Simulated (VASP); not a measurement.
SiC:

```
Si C
1.0
     0.00000    2.18000    2.18000
     2.18000    0.00000    2.18000
     2.18000    2.18000    0.00000
Si C
1 1
Direct
  0.00000 0.00000 0.00000
  0.25000 0.25000 0.25000
```

The cell was built by a generator and needn't be a form met in nature.

- Program: VASP 6.6.1
- Task: relaxation of cell and atoms
- Functional: LDA
- Potentials or basis: VASP PAW LDA potentials, release 64 (Si, C)
- Cutoff: 600 eV
- k mesh: 10 × 10 × 10
- Occupations: gaussian, width 0.02 eV
- Spin: no spin polarisation

At the start: pressure -4.5 GPa; volume 10.36 Å³/atom.

**Question.** Where does the relaxation end?

**Answer.** Over 3 steps the energy falls by 3.0 meV/atom and the volume is 10.15 Å³/atom (-2.0 %); space group F-43m (No. 216, to 0.05 Å).

Step by step:
| step | energy change (eV) | largest force (eV/Å) | pressure (GPa) | volume (Å³) |
| --- | --- | --- | --- | --- |
| 1 | 0.0000 | 0.0000 | -4.48 | 20.72 |
| 2 | 0.0011 | 0.0000 | 5.20 | 19.86 |
| 3 | -0.0059 | 0.0000 | -0.05 | 20.30 |

Final structure:
```yaml
crystal:
  lattice:
    - [0.00000, 2.16529, 2.16529]
    - [2.16529, 0.00000, 2.16529]
    - [2.16529, 2.16529, 0.00000]
  atoms:
    - { symbol: Si, position: [0.00000, 0.00000, 0.00000] }
    - { symbol: C, position: [0.25000, 0.25000, 0.25000] }
```
